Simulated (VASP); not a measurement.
A run of VASP 6.6.1:

Contents of INCAR:

```
PREC     = Accurate       # precision mode
ENCUT    = 520            # plane-wave cutoff, eV
EDIFF    = 1E-7           # SCF threshold, eV
ISMEAR   = -1             # smearing method
SIGMA    = 0.05           # smearing width, eV
LREAL    = False          # projectors in reciprocal space
LASPH    = True           # aspherical terms in the spheres
NELM     = 80             # most SCF steps
ALGO     = Normal         # electronic algorithm
ISIF     = 2              # what is computed and relaxed
LWAVE    = False          # write WAVECAR
LCHARG   = False          # write CHGCAR
GGA      = PE             # functional
NBANDS   = 20             # bands
```

The input KPOINTS:

```
regular mesh
0
Gamma
  7 7 7
```

POSCAR

```
BeHF3
1.0
    3.7688200700      0.0000000000      0.0000000000
    0.0000000000      3.7688200700      0.0000000000
    0.0000000000      0.0000000000      3.7688200700
Be H F
1 1 3
Direct
    0.5000000000      0.5000000000      0.5000000000
    0.0000000000      0.0000000000      0.0000000000
    0.0000000000      0.5000000000      0.5000000000
    0.5000000000      0.0000000000      0.5000000000
    0.5000000000      0.5000000000      0.0000000000
```

Potentials or basis: VASP PAW PBE potentials, release 64 (Be, H, F).

Run with:

```sh
$ cat potpaw_PBE.64/Be/POTCAR potpaw_PBE.64/H/POTCAR potpaw_PBE.64/F/POTCAR > POTCAR
$ mpirun -np 1 vasp_std > vasp.out
```

Hardware: 1 thread of Intel(R) Xeon(R) Platinum 8559C (Emerald Rapids) (shared host).

Q: Estimate the wall time of this run.

A: Run time: 22 s on 1 thread of Intel(R) Xeon(R) Platinum 8559C (Emerald Rapids), with other jobs on the host, peak memory 0.15 GiB. Counts: scf iterations 15, k points 20.
